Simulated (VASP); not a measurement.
Given:

```
CELL_PARAMETERS angstrom
      0.00000     2.83500     2.83500
      2.83500     0.00000     2.83500
      2.83500     2.83500     0.00000
ATOMIC_POSITIONS crystal
  Zn 0.00000 0.00000 0.00000
  Se 0.25000 0.25000 0.25000
```

Calculation: PBE GGA + U (Dudarev), VASP's PBE PAW potentials (set 64) (plane waves; VASP). Settings: 400 eV cut-off, 7×7×7 Γ-centred mesh, Gaussian smearing of 0.050 eV, potentials Zn Se, U − J: Zn 6.00 eV.

Q: Estimate the energy per atom (σ→0), band gap (on the k-mesh) with the smallest direct gap where there is one.

A: 
```json
{
 "band gap (on the k-mesh)": "1.61 eV",
 "smallest direct gap (on the k-mesh)": "1.61 eV",
 "energy per atom (σ→0)": "-269.5 kJ/mol of atoms"
}
```

The absolute energy has meaning only against runs of the same code, potentials and settings.

The compound is ZnSe in the zinc blende structure. The cell was not relaxed at this level. The run is one of a series of settings (LDAU = .TRUE., LDAUJ = 0 0, LDAUL = 2 -1, LDAUTYPE = 2, LDAUU = 6.0 0 against the base run), some of them coarse on purpose.
